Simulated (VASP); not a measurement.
Consider the following.

```
LiCl
1.0
    0.00000     2.75315     2.75315
    2.75315     0.00000     2.75315
    2.75315     2.75315     0.00000
Li Cl
1 1
Direct
  0.00000   0.00000   0.00000
  0.25000   0.25000   0.25000
```

All values below come from PBE GGA, VASP's PBE PAW potentials (set 64) (plane waves; VASP 6.6.1). Run with 520 eV cut-off, 9×9×9 Γ-centred mesh, tetrahedra with Blöchl corrections, potentials Li_sv Cl.

### Question
What does the run give for the energy per atom (σ→0), band gap (on the k-mesh) with the smallest direct gap where there is one?

### Answer

The band gap (on the k-mesh) is 5.98 eV and the smallest direct gap (on the k-mesh) is 5.98 eV. The energy per atom (σ→0) is -3.714 eV/atom.

The absolute energy has meaning only against runs of the same code, potentials and settings.

The structure was generated: LiCl was put into the zinc blende type (F-43m), which need not be its known phase. It was relaxed first, which changed the volume by +11 %.
